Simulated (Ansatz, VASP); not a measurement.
# Cross-check of TiC between VASP and Ansatz, part 2 of 2

Wanted: the spread between two codes on one cell, functional and k mesh. The cell is taken from a series of runs on this material, whose earlier steps may have relaxed, scaled, displaced or heated it; both programs get it as it stands.

VASP 6.6.1 and Ansatz 0.2.0.

So far: The structure; Ansatz: zone-centre phonons, LDA.

## 3. VASP: zone-centre phonons, LDA

Level of this step: LDA; plane waves and PAW (C, Ti_sv) (VASP).

The same cell, functional (in two slightly different forms), mesh and smearing now go to VASP, with its own data sets.

Lines of VASP's logs that name or quote its potential files are left out, and so is its time.

The input, INCAR:

```
SYSTEM = TiC
PREC = Accurate
ENCUT = 600
EDIFF = 1E-08
NELM = 120
ISMEAR = 1
SIGMA = 0.2
LREAL = .FALSE.
ALGO = Normal
GGA = PW92
NBANDS = 14
LASPH = .TRUE.
LORBIT = 11
LWAVE = .FALSE.
LCHARG = .FALSE.
ISIF = 2
IBRION = 8
GGA_COMPAT = .FALSE.
KPAR = 2
```

The input, POSCAR:

```
TiC
1.0
   -0.0234175882      2.1282999252      2.1282999252
    2.1282999252     -0.0234175882      2.1282999252
    2.1282999252      2.1282999252     -0.0234175882
C Ti
1 1
Direct
    0.5000000000      0.5000000000      0.5000000000
    0.0000000000      0.0000000000      0.0000000000
```

The input, KPOINTS:

```
Automatic mesh
0
Gamma
16 16 16
0 0 0
```

PAW data sets: C and Ti_sv (LDA family, release 64).

Started as:

```console
> mpirun -np 2 vasp_std
```

Numbers of over 12 decimals in the logs are rounded to 6 here.

What it wrote:

```text
[banner, memory and clock lines left out]
running    2 mpi-ranks, on    1 nodes
 distrk:  each k-point on    1 cores,    2 groups
 distr:  one band on    1 cores,    1 groups

 POSCAR found type information on POSCAR C Ti
 POSCAR found :  2 types and       2 ions
|                                                                             |
|               ----> ADVICE to this user running VASP <----                  |
|                                                                             |
|     You enforced a specific xc type in the INCAR file but a different       |
|     [... a line on the potential file left out ...]
|     I HOPE YOU KNOW WHAT YOU ARE DOING!                                     |
|                                                                             |

 LDA part: xc-table for (Slater(with rela. corr.)+PW92), standard interpolation
 POSCAR, INCAR and KPOINTS ok, starting setup
 FFT: planning ... GRIDC
 FFT: planning ... GRID_SOFT
 FFT: planning ... GRID
 WAVECAR not read
 entering main loop
       N       E                     dE             d eps       ncg     rms          rms(c)
DAV:   1     0.125608763838E+03    0.12561E+03   -0.88638E+03 11692   0.151E+03
DAV:   2    -0.172417197619E+02   -0.14285E+03   -0.13446E+03 12312   0.371E+02
DAV:   3    -0.256370078621E+02   -0.83953E+01   -0.82106E+01 15640   0.865E+01
DAV:   4    -0.259936023317E+02   -0.35659E+00   -0.35633E+00 14498   0.161E+01
DAV:   5    -0.260019019361E+02   -0.82996E-02   -0.82985E-02 16016   0.213E+00    0.187E+01
DAV:   6    -0.212039787066E+02    0.47979E+01   -0.13237E+01 16874   0.606E+01    0.698E+00
DAV:   7    -0.205803586401E+02    0.62362E+00   -0.23393E+00 14082   0.231E+01    0.525E+00
DAV:   8    -0.205500983928E+02    0.30260E-01   -0.11713E-01 12844   0.384E+00    0.353E+00
DAV:   9    -0.205334686005E+02    0.16630E-01   -0.11118E-01 14516   0.412E+00    0.661E-01
DAV:  10    -0.205330340678E+02    0.43453E-03   -0.10908E-02 15814   0.134E+00    0.642E-01
DAV:  11    -0.205309632802E+02    0.20708E-02   -0.48957E-03 12678   0.105E+00    0.178E-01
DAV:  12    -0.205309260461E+02    0.37234E-04   -0.33582E-04 13344   0.195E-01    0.502E-02
DAV:  13    -0.205309148443E+02    0.11202E-04   -0.27532E-05 13656   0.427E-02    0.674E-03
DAV:  14    -0.205309145613E+02    0.28293E-06   -0.79592E-07 14656   0.120E-02    0.368E-03
DAV:  15    -0.205309144934E+02    0.67884E-07   -0.29069E-07 16134   0.932E-03    0.187E-03
DAV:  16    -0.205309144745E+02    0.18927E-07   -0.95977E-08 12552   0.468E-03    0.536E-04
DAV:  17    -0.205309144738E+02    0.73464E-09   -0.19995E-09  7440   0.675E-04
   1 F= -.20530914E+02 E0= -.20530873E+02  d E =-.124478E-03
 Linear response reoptimize wavefunctions to high precision
DAV:   1    -0.205309144738E+02    0.68212E-12   -0.46743E-10  8752   0.227E-04
 Linear response DOF=           2
 Linear response progress:
  Degree of freedom:   1/  2
       N       E                     dE             d eps       ncg     rms          rms(c)
RMM:   1    -0.125799474157E+00   -0.12580E+00   -0.54157E-02 66996   0.229E+00
RMM:   2    -0.116102563842E+00    0.96969E-02   -0.55535E-03 60633   0.563E-01    0.145E-01
RMM:   3    -0.116731670029E+00   -0.62911E-03   -0.18634E-03 62884   0.241E-01    0.662E-02
RMM:   4    -0.117725995589E+00   -0.99433E-03   -0.72178E-04 64607   0.146E-01    0.145E-02
RMM:   5    -0.117851703571E+00   -0.12571E-03   -0.15051E-04 73740   0.584E-02    0.285E-03
RMM:   6    -0.117834913190E+00    0.16790E-04   -0.20422E-05 72695   0.239E-02    0.132E-03
RMM:   7    -0.117832638682E+00    0.22745E-05   -0.42516E-06 75066   0.112E-02    0.697E-04
RMM:   8    -0.117836683780E+00   -0.40451E-05   -0.85171E-07 73731   0.549E-03    0.342E-04
RMM:   9    -0.117834657605E+00    0.20262E-05   -0.11787E-07 75500   0.300E-03    0.132E-04
RMM:  10    -0.117834468375E+00    0.18923E-06   -0.99463E-07 72751   0.161E-03    0.674E-05
RMM:  11    -0.117834553234E+00   -0.84859E-07   -0.21327E-07 75146   0.880E-04    0.442E-05
RMM:  12    -0.117834550440E+00    0.27933E-08    0.31429E-09 77507   0.469E-04    0.378E-05
 first order change of Fermi-energy  -0.12450E-03
 force on displaced ion       1 direction 1 : -10.424   0.279   0.279
 Linear response progress:
  Degree of freedom:   2/  2
       N       E                     dE             d eps       ncg     rms          rms(c)
RMM:   1    -0.676904243263E+00   -0.67690E+00    0.82947E+00 30885   0.131E+02
RMM:   2    -0.652417513236E+00    0.24487E-01   -0.23705E-01 52406   0.499E+00    0.225E-01
RMM:   3    -0.651481735697E+00    0.93578E-03   -0.18559E-02 63027   0.118E+00    0.110E-01
RMM:   4    -0.650738985670E+00    0.74275E-03   -0.74532E-03 69239   0.510E-01    0.215E-02
RMM:   5    -0.651269654550E+00   -0.53067E-03   -0.11771E-03 73278   0.205E-01    0.101E-02
RMM:   6    -0.651594316502E+00   -0.32466E-03   -0.30838E-04 73648   0.887E-02    0.707E-03
RMM:   7    -0.652008194751E+00   -0.41388E-03   -0.76748E-05 65954   0.471E-02    0.414E-03
RMM:   8    -0.651969643894E+00    0.38551E-04   -0.40338E-05 73693   0.238E-02    0.103E-03
RMM:   9    -0.651922844843E+00    0.46799E-04   -0.22370E-05 72752   0.139E-02    0.880E-04
RMM:  10    -0.651954019824E+00   -0.31175E-04   -0.16291E-05 71340   0.831E-03    0.131E-04
RMM:  11    -0.651961576709E+00   -0.75569E-05   -0.12574E-05 76623   0.551E-03    0.315E-05
RMM:  12    -0.651960897340E+00    0.67937E-06   -0.98794E-06 77172   0.382E-03    0.911E-05
RMM:  13    -0.651964387462E+00   -0.34901E-05   -0.79434E-06 70305   0.292E-03    0.364E-05
RMM:  14    -0.651964829260E+00   -0.44180E-06   -0.63975E-06 76043   0.227E-03    0.395E-05
RMM:  15    -0.651964271127E+00    0.55813E-06   -0.53444E-06 72718   0.186E-03    0.722E-05
RMM:  16    -0.651965295653E+00   -0.10245E-05   -0.43446E-06 68036   0.156E-03    0.567E-05
RMM:  17    -0.651965625535E+00   -0.32988E-06   -0.36410E-06 73308   0.132E-03    0.551E-05
RMM:  18    -0.651965917994E+00   -0.29246E-06   -0.30512E-06 70894   0.113E-03    0.541E-05
RMM:  19    -0.651965906896E+00    0.11098E-07   -0.26160E-06 69652   0.979E-04    0.647E-05
 first order change of Fermi-energy   0.18035E-03
 force on displaced ion       2 direction 1 : -10.444   0.279   0.279
 Linear response finished
```

Parts of OUTCAR (step 3):

```text
ion  position               nearest neighbor table
   1  0.500  0.500  0.500-   2 2.14   2 2.14   2 2.14   2 2.14   2 2.14   2 2.14
   2  0.000  0.000  0.000-   1 2.14   1 2.14   1 2.14   1 2.14   1 2.14   1 2.14

  LATTYP: Found a trigonal (rhomboedric) cell.
 ALAT       =     3.0099617151
 COS(alpha) =     0.4889674466

 Subroutine GETGRP returns: Found 12 space group operations
 (whereof 12 operations were pure point group operations)

The static configuration has the point symmetry D_3d.

 Found    417 irreducible k-points:

   k-points           NKPTS =    417   k-points in BZ     NKDIM =    417   number of bands    NBANDS=     14

   dimension x,y,z NGX =    24 NGY =   24 NGZ =   24
   dimension x,y,z NGXF=    48 NGYF=   48 NGZF=   48

   ENCUT  =  600.0 eV  44.10 Ry    6.64 a.u.   6.01  6.01  6.01*2*pi/ulx,y,z

   NELECT =      16.0000    total number of electrons

 k-points in reciprocal lattice and weights: Automatic mesh
   0.00000000  0.00000000  0.00000000       0.000
   0.06250000  0.00000000  0.00000000       0.001
   0.12500000  0.00000000  0.00000000       0.001
   0.18750000  0.00000000  0.00000000       0.001
   0.25000000  0.00000000  0.00000000       0.001
   0.31250000  0.00000000  0.00000000       0.001
   0.37500000  0.00000000  0.00000000       0.001
   0.43750000  0.00000000 -0.00000000       0.001
   0.50000000  0.00000000  0.00000000       0.001
[...]
-0.43750000  0.50000000  0.43750000       0.001
   0.50000000  0.50000000  0.50000000       0.000

 average (electrostatic) potential at core
       1 -48.3309       2 -70.6723

  Total       -0.4156822     -0.4156822     -0.4156822      0.2244757      0.2244757      0.2244757
  in kB      -33.9808727    -33.9808727    -33.9808727     18.3502656     18.3502656     18.3502656
  external PRESSURE =     -33.9808727 kB  Pullay stress =       0.0000000 kB

  energy-cutoff  :      600.00
  volume of cell :       19.60
      direct lattice vectors                 reciprocal lattice vectors
    -0.023417588  2.128299925  2.128299925    -0.231087046  0.233657974  0.233657974
     2.128299925 -0.023417588  2.128299925     0.233657974 -0.231087046  0.233657974
     2.128299925  2.128299925 -0.023417588     0.233657974  0.233657974 -0.231087046

 POSITION                                       TOTAL-FORCE (eV/Angst)
 -----------------------------------------------------------------------------------
      2.11659      2.11659      2.11659        -0.000000     -0.000000      0.000000
      0.00000      0.00000      0.00000         0.000000      0.000000     -0.000000
 -----------------------------------------------------------------------------------
    total drift:                                0.000000     -0.000000     -0.000000

 Eigenvectors and eigenvalues of the dynamical matrix
 ----------------------------------------------------

   1 f  =   16.508145 THz   103.723733 2PiTHz  550.652439 cm-1    68.272170 meV
             X         Y         Z           dx          dy          dz
      2.116591  2.116591  2.116591     0.147419    0.545382   -0.692801
      0.000000  0.000000  0.000000    -0.073906   -0.273417    0.347323

   2 f  =   16.508145 THz   103.723733 2PiTHz  550.652439 cm-1    68.272170 meV
             X         Y         Z           dx          dy          dz
      2.116591  2.116591  2.116591    -0.714866    0.485102    0.229764
      0.000000  0.000000  0.000000     0.358384   -0.243196   -0.115188

   3 f  =   15.849082 THz    99.582717 2PiTHz  528.668459 cm-1    65.546506 meV
             X         Y         Z           dx          dy          dz
      2.116591  2.116591  2.116591     0.516107    0.516107    0.516107
      0.000000  0.000000  0.000000    -0.258780   -0.258780   -0.258780

   4 f/i=    0.006272 THz     0.039410 2PiTHz    0.209221 cm-1     0.025940 meV
             X         Y         Z           dx          dy          dz
      2.116591  2.116591  2.116591     0.189766    0.176074   -0.365840
      0.000000  0.000000  0.000000     0.378523    0.351214   -0.729737

   5 f/i=    0.006272 THz     0.039410 2PiTHz    0.209221 cm-1     0.025940 meV
             X         Y         Z           dx          dy          dz
      2.116591  2.116591  2.116591    -0.312874    0.320779   -0.007905
      0.000000  0.000000  0.000000    -0.624088    0.639855   -0.015767

   6 f/i=    0.006985 THz     0.043889 2PiTHz    0.233002 cm-1     0.028889 meV
             X         Y         Z           dx          dy          dz
      2.116591  2.116591  2.116591     0.258780    0.258780    0.258780
      0.000000  0.000000  0.000000     0.516107    0.516107    0.516107

 ELASTIC MODULI CONTR FROM IONIC RELAXATION (kBar)
 Direction    XX          YY          ZZ          XY          YZ          ZX
 --------------------------------------------------------------------------------
 XX           0.0000      0.0000      0.0000      0.0000      0.0000      0.0000
 YY           0.0000      0.0000      0.0000      0.0000      0.0000      0.0000
 ZZ           0.0000      0.0000      0.0000      0.0000      0.0000      0.0000
 XY           0.0000      0.0000      0.0000      0.0000      0.0000      0.0000
 YZ           0.0000      0.0000      0.0000      0.0000      0.0000      0.0000
 ZX           0.0000      0.0000      0.0000      0.0000      0.0000      0.0000
 --------------------------------------------------------------------------------
```

Energies printed during the response cycles are not total energies of the cell.

## 4. Differences

Known differences besides the potentials themselves: the cutoff is 420 eV in Ansatz and 600 eV in VASP; VASP's log shows a relativistic correction to its local exchange, Ansatz's none. Total energies have different zeros and are not compared.

The two programs side by side:

```tsv
quantity	Ansatz	VASP	difference
optical mode 1 (cm⁻¹)	527.1	528.7	-0.30 %
optical mode 2 to 3 (cm⁻¹)	548.8	550.7	-0.34 %
```

Modes are paired by rising frequency, not by their patterns, so a pair may set unlike modes beside each other; they are those without the splitting of longitudinal modes.

## 5. Results

```json
{
  "r.m.s. difference of the optical zone-centre modes, each program's sorted by frequency (zone-centre phonons, LDA)": "1.8 cm⁻¹"
}
```

The r.m.s. difference of the optical zone-centre modes, each program's sorted by frequency is 1.8 cm⁻¹ (zone-centre phonons, LDA). How closely two codes agree says nothing of how well the functional describes the real material.

[Lines on the potential files, build, host, timing and source positions are cut from VASP's logs without a mark.]

[Logs are printed without paths, hosts, clocks, repeated set-up lines and the standing remarks that a program may print on its own settings, such as how far it seeks lower states.]

[Hosts, paths, dates, database ids (printed as entryN), source tags and the programs' standing remarks are cut or masked in the printed files.]
